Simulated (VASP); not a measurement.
Given:

```xyz
2
Lattice="0.0000 2.7609 2.7609 2.7609 0.0000 2.7609 2.7609 2.7609 0.0000" Properties=species:S:1:pos:R:3 pbc="T T T"
Ga     0.0000     0.0000     0.0000
P      1.3804     1.3804     1.3804
```

Level of theory: G0W0 on PBE orbitals, VASP's PBE PAW potentials (set 64) (plane waves; VASP 6.6.1). Run with PREC = Normal, 500 eV cut-off, 4×4×4 Γ-centred mesh, Gaussian smearing of 0.010 eV, potentials Ga_d_GW P_GW.

The mesh is coarse and the basis finite, so the quasiparticle values are not converged.

NBANDS = 160, ENCUTGW = 200 eV, NOMEGA = 64. The PBE levels (eV) that the step starts from are:

```
state                            KS energy  filling
-------------------------------  ---------  -------
k1 (0.00, 0.00, 0.00), band 6        -8.19        2
k1 (0.00, 0.00, 0.00), band 7         4.03        2
k1 (0.00, 0.00, 0.00), band 8         4.03        2
k1 (0.00, 0.00, 0.00), band 9         4.03        2
k1 (0.00, 0.00, 0.00), band 10        5.52        0
k1 (0.00, 0.00, 0.00), band 11        7.89        0
k1 (0.00, 0.00, 0.00), band 12        7.89        0
k1 (0.00, 0.00, 0.00), band 13        7.89        0
k5 (0.50, 0.25, 0.00), band 6        -5.93        2
k5 (0.50, 0.25, 0.00), band 7        -1.97        2
k5 (0.50, 0.25, 0.00), band 8         0.93        2
k5 (0.50, 0.25, 0.00), band 9         2.09        2
k5 (0.50, 0.25, 0.00), band 10        6.48        0
k5 (0.50, 0.25, 0.00), band 11        8.84        0
k5 (0.50, 0.25, 0.00), band 12       10.50        0
k5 (0.50, 0.25, 0.00), band 13       10.98        0
k8 (-0.25, 0.50, 0.25), band 6       -5.31        2
k8 (-0.25, 0.50, 0.25), band 7       -2.38        2
k8 (-0.25, 0.50, 0.25), band 8        0.62        2
k8 (-0.25, 0.50, 0.25), band 9        0.77        2
k8 (-0.25, 0.50, 0.25), band 10       8.71        0
k8 (-0.25, 0.50, 0.25), band 11       8.71        0
k8 (-0.25, 0.50, 0.25), band 12       9.99        0
k8 (-0.25, 0.50, 0.25), band 13      10.16        0
```

Question: Give the quasiparticle energies and renormalisation factors Z.

Answer: 
```json
[
 {"state": "k1 (0.00, 0.00, 0.00), band 6", "QP energy (eV)": "-8.67", "Z": "0.63"},
 {"state": "k1 (0.00, 0.00, 0.00), band 7", "QP energy (eV)": "3.45", "Z": "0.76"},
 {"state": "k1 (0.00, 0.00, 0.00), band 8", "QP energy (eV)": "3.45", "Z": "0.76"},
 {"state": "k1 (0.00, 0.00, 0.00), band 9", "QP energy (eV)": "3.45", "Z": "0.76"},
 {"state": "k1 (0.00, 0.00, 0.00), band 10", "QP energy (eV)": "5.80", "Z": "0.76"},
 {"state": "k1 (0.00, 0.00, 0.00), band 11", "QP energy (eV)": "8.03", "Z": "0.76"},
 {"state": "k1 (0.00, 0.00, 0.00), band 12", "QP energy (eV)": "8.03", "Z": "0.76"},
 {"state": "k1 (0.00, 0.00, 0.00), band 13", "QP energy (eV)": "8.03", "Z": "0.76"},
 {"state": "k5 (0.50, 0.25, 0.00), band 6", "QP energy (eV)": "-6.46", "Z": "0.68"},
 {"state": "k5 (0.50, 0.25, 0.00), band 7", "QP energy (eV)": "-2.54", "Z": "0.70"},
 {"state": "k5 (0.50, 0.25, 0.00), band 8", "QP energy (eV)": "0.29", "Z": "0.73"},
 {"state": "k5 (0.50, 0.25, 0.00), band 9", "QP energy (eV)": "1.44", "Z": "0.74"},
 {"state": "k5 (0.50, 0.25, 0.00), band 10", "QP energy (eV)": "6.53", "Z": "0.77"},
 {"state": "k5 (0.50, 0.25, 0.00), band 11", "QP energy (eV)": "8.99", "Z": "0.75"},
 {"state": "k5 (0.50, 0.25, 0.00), band 12", "QP energy (eV)": "10.54", "Z": "0.75"},
 {"state": "k5 (0.50, 0.25, 0.00), band 13", "QP energy (eV)": "11.12", "Z": "0.74"},
 {"state": "k8 (-0.25, 0.50, 0.25), band 6", "QP energy (eV)": "-5.83", "Z": "0.68"},
 {"state": "k8 (-0.25, 0.50, 0.25), band 7", "QP energy (eV)": "-2.93", "Z": "0.70"},
 {"state": "k8 (-0.25, 0.50, 0.25), band 8", "QP energy (eV)": "-0.06", "Z": "0.73"},
 {"state": "k8 (-0.25, 0.50, 0.25), band 9", "QP energy (eV)": "0.11", "Z": "0.73"},
 {"state": "k8 (-0.25, 0.50, 0.25), band 10", "QP energy (eV)": "8.85", "Z": "0.75"},
 {"state": "k8 (-0.25, 0.50, 0.25), band 11", "QP energy (eV)": "8.85", "Z": "0.75"},
 {"state": "k8 (-0.25, 0.50, 0.25), band 12", "QP energy (eV)": "10.08", "Z": "0.75"},
 {"state": "k8 (-0.25, 0.50, 0.25), band 13", "QP energy (eV)": "10.15", "Z": "0.76"}
]
```
On the mesh the gap opens from 1.49 to 2.18 eV.

The compound is GaP in the zinc blende structure. This cell is one point of a volume scan, at 1.04 of the reference volume. The k-mesh is coarse (spacing up to 0.49 per Å, 2π included), so the numbers may not be converged in it.
